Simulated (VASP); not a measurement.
Method: SCAN meta-GGA, VASP's PBE PAW potentials (set 64) (plane waves; VASP).

VASP input:

KPOINTS:
```
K-points
0
Gamma
10 10 10
```

KPOINTS_OPT:
```
k-points along high-symmetry lines
10
Line-mode
Reciprocal
  0.000000   0.000000   0.000000 ! GAMMA
  0.500000   0.000000   0.500000 ! X

  0.500000   0.000000   0.500000 ! X
  0.625000   0.250000   0.625000 ! U

  0.375000   0.375000   0.750000 ! K
  0.000000   0.000000   0.000000 ! GAMMA

  0.000000   0.000000   0.000000 ! GAMMA
  0.500000   0.500000   0.500000 ! L

  0.500000   0.500000   0.500000 ! L
  0.500000   0.250000   0.750000 ! W

  0.500000   0.250000   0.750000 ! W
  0.500000   0.000000   0.500000 ! X
```

**INCAR**
```
ALGO = Normal
EDIFF = 1E-7
ENCUT = 520
ISIF = 2
ISMEAR = -5
LASPH = .TRUE.
LCHARG = .FALSE.
LMIXTAU = .TRUE.
LORBIT = 11
LREAL = .FALSE.
LWAVE = .FALSE.
METAGGA = SCAN
NEDOS = 601
NELM = 100
PREC = Accurate
SYSTEM = MgS
```

POSCAR:
```
MgS
2.5917210
  0.0000000000   1.0000001389   1.0000001389
  1.0000001389   0.0000000000   1.0000001389
  1.0000001389   1.0000001389   0.0000000000
Mg S
1 1
Cart
  0.0000000000   0.0000000000   0.0000000000
  1.0000001389   1.0000001389   1.0000001389
```

POTCAR, in this order: Mg S (PBE.64 set). Program: vasp_std.

Output of the run:

OSZICAR:
```
       N       E                     dE             d eps       ncg     rms          rms(c)
DAV:   1     0.131611082290E+02    0.13161E+02   -0.37431E+03   808   0.827E+02
DAV:   2    -0.186593107538E+02   -0.31820E+02   -0.31270E+02  1016   0.110E+02
DAV:   3    -0.196115392665E+02   -0.95223E+00   -0.95223E+00   944   0.261E+01
DAV:   4    -0.196154997609E+02   -0.39605E-02   -0.39605E-02  1200   0.190E+00
DAV:   5    -0.196155037189E+02   -0.39580E-05   -0.39580E-05   976   0.474E-02    0.484E+00
DAV:   6    -0.175941993254E+02    0.20213E+01   -0.11357E+00   840   0.754E+00    0.412E+00
DAV:   7    -0.177907951419E+02   -0.19660E+00   -0.32290E-01   752   0.530E+00    0.251E+00
DAV:   8    -0.178153105429E+02   -0.24515E-01   -0.30850E-01   840   0.535E+00    0.126E+00
DAV:   9    -0.176925886440E+02    0.12272E+00   -0.23156E-01   760   0.503E+00    0.791E-01
DAV:  10    -0.179502245872E+02   -0.25764E+00   -0.17006E-01   752   0.476E+00    0.151E-01
DAV:  11    -0.179503490866E+02   -0.12450E-03   -0.13680E-03  1152   0.520E-01    0.986E-02
DAV:  12    -0.179503822804E+02   -0.33194E-04   -0.30140E-05   888   0.916E-02    0.963E-02
DAV:  13    -0.179510667233E+02   -0.68444E-03   -0.66015E-04   832   0.223E-01    0.795E-02
DAV:  14    -0.179506023001E+02    0.46442E-03   -0.40033E-04   752   0.296E-01    0.113E-01
DAV:  15    -0.179505041908E+02    0.98109E-04   -0.18847E-05   816   0.597E-02    0.901E-02
DAV:  16    -0.179504728561E+02    0.31335E-04   -0.22841E-05   792   0.544E-02    0.460E-02
DAV:  17    -0.179504678759E+02    0.49802E-05   -0.17622E-06  1008   0.144E-02    0.276E-02
DAV:  18    -0.179504683861E+02   -0.51023E-06   -0.37472E-08   696   0.250E-03    0.247E-02
DAV:  19    -0.179504666579E+02    0.17282E-05   -0.31166E-06   752   0.306E-02    0.121E-02
DAV:  20    -0.179504677938E+02   -0.11359E-05   -0.59592E-07   768   0.135E-02    0.742E-03
DAV:  21    -0.179504671820E+02    0.61184E-06   -0.18754E-07   760   0.732E-03    0.508E-03
DAV:  22    -0.179504676778E+02   -0.49577E-06   -0.51905E-08   768   0.432E-03    0.188E-03
DAV:  23    -0.179504676438E+02    0.33981E-07   -0.12650E-08   392   0.187E-03
   1 F= -.17950468E+02 E0= -.17950468E+02  d E =0.000000E+00
       N       E                     dE             ncg
       N       E                     dE             ncg
```

**OUTCAR**
```
------------------------ aborting loop because EDIFF is reached ----------------------------------------
  FORCE on cell =-STRESS in cart. coord.  units (eV):
  Direction    XX          YY          ZZ          XY          YZ          ZX
  --------------------------------------------------------------------------------------
  Total       -0.0021699     -0.0021699     -0.0021699      0.0000000      0.0000000     -0.0000000
  in kB       -0.0998536     -0.0998536     -0.0998536      0.0000000      0.0000000     -0.0000000
  external PRESSURE =      -0.0998536 kB  Pullay stress =       0.0000000 kB
  volume of cell :       34.82
      direct lattice vectors                 reciprocal lattice vectors
     0.000000000  2.591721360  2.591721360    -0.192921974  0.192921974  0.192921974
     2.591721360  0.000000000  2.591721360     0.192921974 -0.192921974  0.192921974
     2.591721360  2.591721360  0.000000000     0.192921974  0.192921974 -0.192921974
 POSITION                                       TOTAL-FORCE (eV/Angst)
 -----------------------------------------------------------------------------------
      0.00000      0.00000      0.00000         0.000000      0.000000     -0.000000
      2.59172      2.59172      2.59172        -0.000000     -0.000000      0.000000
 -----------------------------------------------------------------------------------
    total drift:                                0.000000      0.000000      0.000000
  FREE ENERGIE OF THE ION-ELECTRON SYSTEM (eV)
  ---------------------------------------------------
  free  energy   TOTEN  =       -17.9504676438 eV

  energy  without entropy=      -17.9504676438  energy(sigma->0) =      -17.95046764

 total charge

# of ion       s       p       d       tot
------------------------------------------
    1        0.127   0.126   0.038   0.292
    2        1.304   2.547   0.000   3.851
--------------------------------------------------
tot          1.431   2.674   0.038   4.143
```
(Selected blocks of OUTCAR.)

The compound is MgS in the rock salt structure. It was relaxed first.
